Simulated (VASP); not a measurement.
Here is the system:

```xyz
2
Lattice="2.7970 0.0000 0.0000 0.0000 2.7970 0.0000 0.0000 0.0000 2.7970" Properties=species:S:1:pos:R:3 pbc="T T T"
Ru     0.0000     0.0000     0.0000
S      1.3985     1.3985     1.3985
```

Computed with PBE GGA, VASP's PBE PAW potentials (set 64) (plane waves; VASP). Run with 400 eV cut-off, 9×9×9 Γ-centred mesh, tetrahedra with Blöchl corrections, potentials Ru_pv S.

For a metal the tetrahedron method with Blöchl corrections gives inexact stress and forces.

Question: Estimate the energy per atom (σ→0), pressure, band gap (on the k-mesh) with the smallest direct gap where there is one.

Answer: 
| Property | Result |
|---|---|
| band gap (on the k-mesh) | none (metal, semimetal or under 0.01 eV) |
| energy per atom (σ→0) | -585.1 kJ/mol of atoms |
| pressure | 61.98 GPa |

Only differences to runs with the same potentials and settings are physical.

The structure was generated: RuS was put into the CsCl type (Pm-3m), which need not be its known phase. The cell was not relaxed at this level. The run is one of a series of settings (ISMEAR = -5, SIGMA removed against the base run), some of them coarse on purpose.
